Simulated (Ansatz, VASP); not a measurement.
## Cross-check of SrZrSeO2 between VASP and Ansatz

One calculation is typed for both programs; each brings its own data sets. How far apart do they land? The cell is generated by rule, not measured, and may not be a known phase. Of the first pair: The cell is taken from a series of runs on this material, whose earlier steps may have relaxed, scaled, displaced or heated it; both programs get it as it stands.

Program: Ansatz 0.2.0. Level of theory: plane waves, with VASP 6.6.1 beside it; relaxation of cell and atoms at PBEsol. Results are calculated unless marked as measured.

## 1. The starting structure

The structure is tetragonal, space group P-4m2 (No. 115). Conventional cell: a = 3.759 Å, b = 3.759 Å, c = 6.325 Å, α = 90.00°, β = 90.00°, γ = 90.00°. Sr has 4 O at 2.38 Å and 2 Se at 3.16 Å nearest. Zr has 4 O at 2.53 Å and 4 Se at 2.66 Å nearest. Nearest to O lie 2 Sr at 2.38 Å and 2 Zr at 2.53 Å. Se has 4 O at 2.53 Å and 4 Zr at 2.66 Å and 2 Sr at 3.16 Å nearest. Farther neighbours and most contacts between anions are not listed.

As a file:

```cif
data_structure
_symmetry_space_group_name_H-M 'P 1'
_symmetry_Int_Tables_number 1
_cell_length_a 3.7587
_cell_length_b 3.7587
_cell_length_c 6.3248
_cell_angle_alpha 90.000
_cell_angle_beta 90.000
_cell_angle_gamma 90.000
_cell_volume 89.36
loop_
_atom_site_label
_atom_site_type_symbol
_atom_site_fract_x
_atom_site_fract_y
_atom_site_fract_z
_atom_site_occupancy
Sr1 Sr 0.00000 0.00000 0.00000 1
Zr2 Zr 0.50000 0.50000 0.50000 1
O3 O 0.50000 0.00000 0.76832 1
O4 O 0.00000 0.50000 0.23168 1
Se5 Se 0.00000 0.00000 0.50000 1
```

## 2. VASP: relaxation of cell and atoms, PBEsol, pair 1

The relaxed volume is the usual yardstick between codes: in a stiff, nearly cubic crystal its relative difference is about their pressure difference at one cell divided by the bulk modulus.

Lines of VASP's logs that name or quote its potential files are left out, and so is its time.

The input, INCAR:

```
SYSTEM = SrZrSeO2
PREC = Accurate
ENCUT = 600
EDIFF = 1E-07
NELM = 120
ISMEAR = 1
SIGMA = 0.2
LREAL = .FALSE.
ALGO = Normal
GGA = PS
NBANDS = 26
LASPH = .TRUE.
LORBIT = 11
LWAVE = .FALSE.
LCHARG = .FALSE.
ISIF = 3
IBRION = 2
NSW = 80
EDIFFG = -0.005
GGA_COMPAT = .FALSE.
NELMIN = 4
KPAR = 2
```

The input, POSCAR:

```
SrZrSeO2
1.0
    3.7587460000      0.0000000000      0.0000000000
    0.0000000000      3.7587460000      0.0000000000
    0.0000000000      0.0000000000      6.3247730000
Sr Zr O Se
1 1 2 1
Direct
    0.0000000000      0.0000000000      0.0000000000
    0.5000000000      0.5000000000      0.5000000000
    0.5000000000      0.0000000000      0.7683151632
    0.0000000000      0.5000000000      0.2316848368
    0.0000000000      0.0000000000      0.5000000000
```

The input, KPOINTS:

```
Automatic mesh
0
Gamma
10 10 6
0 0 0
```

Potentials, in the order of the species: Sr_sv, Zr_sv, O and Se (PBE family, release 64).

Run with:

```
$ mpirun -np 2 vasp_std
```

Numbers of over 12 decimals in the logs are rounded to 6 here.

The program printed:

```text
[banner, memory and clock lines left out]
running    2 mpi-ranks, on    1 nodes
 distrk:  each k-point on    1 cores,    2 groups
 distr:  one band on    1 cores,    1 groups

 POSCAR found type information on POSCAR SrZrO Se
 POSCAR found :  4 types and       5 ions
|                                                                             |
|               ----> ADVICE to this user running VASP <----                  |
|                                                                             |
|     You enforced a specific xc type in the INCAR file but a different       |
|     [... a line on the potential file left out ...]
|     I HOPE YOU KNOW WHAT YOU ARE DOING!                                     |
|                                                                             |

 LDA part: xc-table for (Slater+PW92), standard interpolation
 POSCAR, INCAR and KPOINTS ok, starting setup
 FFT: planning ... GRIDC
 FFT: planning ... GRID_SOFT
 FFT: planning ... GRID
 WAVECAR not read
 entering main loop
       N       E                     dE             d eps       ncg     rms          rms(c)
DAV:   1     0.322809658143E+03    0.32281E+03   -0.23083E+04  4368   0.166E+03
DAV:   2    -0.157329329940E+02   -0.33854E+03   -0.33139E+03  5276   0.370E+02
DAV:   3    -0.406631236879E+02   -0.24930E+02   -0.24810E+02  6860   0.924E+01
DAV:   4    -0.416591826305E+02   -0.99606E+00   -0.99472E+00  6396   0.150E+01
DAV:   5    -0.416956516606E+02   -0.36469E-01   -0.36466E-01  6418   0.193E+00    0.281E+01
DAV:   6    -0.344123638245E+02    0.72833E+01   -0.44736E+01  5360   0.379E+01    0.220E+01
DAV:   7    -0.339378991153E+02    0.47446E+00   -0.79249E+00  5062   0.150E+01    0.114E+01
DAV:   8    -0.339804986267E+02   -0.42600E-01   -0.32065E+00  5906   0.817E+00    0.314E+00
DAV:   9    -0.338016298381E+02    0.17887E+00   -0.78878E-01  5376   0.365E+00    0.105E+00
DAV:  10    -0.337981115185E+02    0.35183E-02   -0.60174E-02  5960   0.132E+00    0.236E-01
DAV:  11    -0.337976925432E+02    0.41898E-03   -0.69179E-03  6654   0.481E-01    0.118E-01
DAV:  12    -0.337979544903E+02   -0.26195E-03   -0.12682E-03  5350   0.178E-01    0.570E-02
DAV:  13    -0.337980027852E+02   -0.48295E-04   -0.45957E-04  5204   0.984E-02    0.132E-02
DAV:  14    -0.337980055408E+02   -0.27556E-05   -0.19764E-05  6308   0.232E-02    0.901E-03
DAV:  15    -0.337980060413E+02   -0.50053E-06   -0.16148E-05  5582   0.178E-02    0.549E-03
DAV:  16    -0.337980058023E+02    0.23902E-06   -0.18632E-06  5510   0.777E-03    0.122E-03
DAV:  17    -0.337980057757E+02    0.26621E-07   -0.82925E-08  2666   0.183E-03
   1 F= -.33798006E+02 E0= -.33798281E+02  d E =-.337980E+02
[...]
2 F= -.33798434E+02 E0= -.33798741E+02  d E =-.428124E-03
[...]
3 F= -.33798528E+02 E0= -.33798826E+02  d E =-.522681E-03
[...]
4 F= -.33798620E+02 E0= -.33798950E+02  d E =-.917033E-04
 trial-energy change:   -0.000092  1 .order   -0.000133   -0.000186   -0.000080
 step:   1.6563(harm=  1.6563)  dis= 0.00338  next Energy=   -33.798692 (dE=-0.164E-03)
 bond charge predicted
       N       E                     dE             d eps       ncg     rms          rms(c)
DAV:   1    -0.337986940157E+02   -0.73884E-04   -0.27704E-02  4368   0.108E+00    0.102E-01
DAV:   2    -0.337986888394E+02    0.51763E-05   -0.10303E-03  5132   0.177E-01    0.573E-02
DAV:   3    -0.337986605456E+02    0.28294E-04   -0.16236E-04  5190   0.682E-02    0.233E-02
DAV:   4    -0.337986506511E+02    0.98946E-05   -0.37060E-05  5608   0.362E-02    0.101E-02
DAV:   5    -0.337986509582E+02   -0.30714E-06   -0.44261E-06  5678   0.119E-02    0.617E-03
DAV:   6    -0.337986512383E+02   -0.28015E-06   -0.54618E-07  5232   0.413E-03    0.248E-03
DAV:   7    -0.337986513600E+02   -0.12170E-06   -0.13726E-07  2602   0.240E-03    0.503E-04
DAV:   8    -0.337986513801E+02   -0.20093E-07   -0.46633E-08  2322   0.125E-03
   5 F= -.33798651E+02 E0= -.33799005E+02  d E =-.122924E-03
 curvature:  -0.94 expect dE=-0.398E-06 dE for cont linesearch -0.791E-09
 trial: gam= 0.00268 g(F)=  0.111E-06 g(S)=  0.311E-06 ort = 0.435E-06 (trialstep = 0.108E+01)
 search vector abs. value=  0.426E-06
 reached required accuracy - stopping structural energy minimisation
```

From OUTCAR (step 2):

```text
ion  position               nearest neighbor table
   1  0.000  0.000  0.000-   3 2.38   4 2.38   4 2.38   3 2.38   5 3.16   5 3.16   2 4.13   2 4.13
                             2 4.13   2 4.13   2 4.13   2 4.13   2 4.13   2 4.13
   2  0.500  0.500  0.500-   3 2.53   4 2.53   3 2.53   4 2.53   5 2.66   5 2.66   5 2.66   5 2.66
                             1 4.13   1 4.13   1 4.13   1 4.13   1 4.13   1 4.13   1 4.13   1 4.13
   3  0.500  0.000  0.768-   1 2.38   1 2.38   2 2.53   2 2.53
   4  0.000  0.500  0.232-   1 2.38   1 2.38   2 2.53   2 2.53
   5  0.000  0.000  0.500-   2 2.66   2 2.66   2 2.66   2 2.66   1 3.16   1 3.16

  LATTYP: Found a simple tetragonal cell.
 ALAT       =     3.7587460000
 C/A-ratio  =     1.6826816710

 Subroutine GETGRP returns: Found  8 space group operations
 (whereof  8 operations were pure point group operations)

The static configuration has the point symmetry D_2d.

 Found     84 irreducible k-points:

   k-points           NKPTS =     84   k-points in BZ     NKDIM =     84   number of bands    NBANDS=     26

   dimension x,y,z NGX =    30 NGY =   30 NGZ =   54
   dimension x,y,z NGXF=    60 NGYF=   60 NGZF=  108

   ENCUT  =  600.0 eV  44.10 Ry    6.64 a.u.   7.51  7.51 12.63*2*pi/ulx,y,z

   NELECT =      40.0000    total number of electrons

 k-points in reciprocal lattice and weights: Automatic mesh
   0.00000000  0.00000000  0.00000000       0.002
   0.10000000  0.00000000  0.00000000       0.007
   0.20000000  0.00000000  0.00000000       0.007
   0.30000000  0.00000000  0.00000000       0.007
   0.40000000  0.00000000  0.00000000       0.007
   0.50000000  0.00000000  0.00000000       0.003
   0.10000000  0.10000000  0.00000000       0.007
   0.20000000  0.10000000  0.00000000       0.013
   0.30000000  0.10000000  0.00000000       0.013
[...]
0.50000000  0.40000000  0.50000000       0.007
   0.50000000  0.50000000  0.50000000       0.002

 average (electrostatic) potential at core
       1 -34.3084       2 -79.5811       3 -69.5442       4 -69.5442       5 -53.2302

 E-fermi :   5.7678

 k-point     1 :       0.0000    0.0000    0.0000
  band No.  band energies     occupation
    ...
     18       2.4775      2.00000
     19       4.5755      2.00000
     20       4.5755      2.00000
     21       5.4366      2.04098
     22       5.5943      2.01079
     23       6.3343     -0.00046
     24       7.3894     -0.00000
     25       7.6452     -0.00000
     26       7.6452     -0.00000

 k-point     2 :       0.1000    0.0000    0.0000
  band No.  band energies     occupation
    ...
     17       2.1639      2.00000
     18       2.7618      2.00000
     19       4.1008      2.00000
     20       4.3161      2.00000
     21       5.5750      2.04196
     22       6.3744     -0.00016
     23       6.4372     -0.00002
     24       7.6282     -0.00000
     25       7.6287     -0.00000
     26       7.7938     -0.00000

 k-point     3 :       0.2000    0.0000    0.0000
  band No.  band energies     occupation
    ...
     16       1.6937      2.00000
     17       2.3774      2.00000
     18       3.2656      2.00000
     19       3.6100      2.00000
     20       3.9405      2.00000
     21       5.9910     -0.06668
     22       6.6217     -0.00000
     23       7.4416     -0.00000
     24       7.6260     -0.00000
     25       7.8569     -0.00000
    ...

  Total        0.0023102      0.0023102     -0.0046464      0.0000000      0.0000000      0.0000000
  in kB        0.0412711      0.0412711     -0.0830055      0.0000000      0.0000000      0.0000000
  external PRESSURE =      -0.0001544 kB  Pullay stress =       0.0000000 kB

  energy-cutoff  :      600.00
  volume of cell :       89.69
      direct lattice vectors                 reciprocal lattice vectors
     3.761227941  0.000000000  0.000000000     0.265870619  0.000000000  0.000000000
     0.000000000  3.761227941 -0.000000000    -0.000000000  0.265870619  0.000000000
     0.000000000 -0.000000000  6.339593262    -0.000000000  0.000000000  0.157738826

 POSITION                                       TOTAL-FORCE (eV/Angst)
 -----------------------------------------------------------------------------------
      0.00000      0.00000      0.00000         0.000000      0.000000      0.000000
      1.88061      1.88061      3.16980        -0.000000      0.000000      0.000000
      1.88061      3.76123      4.86552        -0.000000      0.000000     -0.001073
      0.00000      1.88061      1.47408        -0.000000     -0.000000      0.001073
      0.00000     -0.00000      3.16980        -0.000000      0.000000      0.000000
 -----------------------------------------------------------------------------------
    total drift:                                0.000000      0.000000      0.000000

  FREE ENERGIE OF THE ION-ELECTRON SYSTEM (eV)
  ---------------------------------------------------
  free  energy   TOTEN  =       -33.7986513801 eV

  energy  without entropy=      -33.7997133400  energy(sigma->0) =      -33.79900537

 reached required accuracy - stopping structural energy minimisation

 total charge
# of ion       s       p       d       tot
------------------------------------------
    1        2.022   5.771   0.309   8.101
    2        2.131   5.975   1.474   9.580
    3        1.568   3.355   0.000   4.923
    4        1.568   3.355   0.000   4.923
    5        1.480   2.391   0.078   3.949
--------------------------------------------------
tot          8.769  20.847   1.861  31.477

[... 3 further parts left out ...]
```

CONTCAR:

```
SrZrSeO2
   1.00000000000000
     3.7612279414550267    0.0000000000000000    0.0000000000000000
     0.0000000000000000    3.7612279414550267   -0.0000000000000000
     0.0000000000000000   -0.0000000000000000    6.3395932619531319
  Sr              Zr              O               Se
     1     1     2     1
Direct
     0.0000000000000000    0.0000000000000000    0.0000000000000000
     0.5000000000000000    0.5000000000000000    0.5000000000000000
     0.5000000000000000    1.0000000000000000    0.7674810543836318
     0.0000000000000000    0.5000000000000000    0.2325189456163683
     0.0000000000000000    0.0000000000000000    0.5000000000000000
```

[end of part 1 of 3]

[Lines on the potential files, build, host, timing and source positions are cut from VASP's logs without a mark.]

[Logs are printed without paths, hosts, clocks, repeated set-up lines and the standing remarks that a program may print on its own settings, such as how far it seeks lower states.]

[Hosts, paths, dates, database ids (printed as entryN), source tags and the programs' standing remarks are cut or masked in the printed files.]
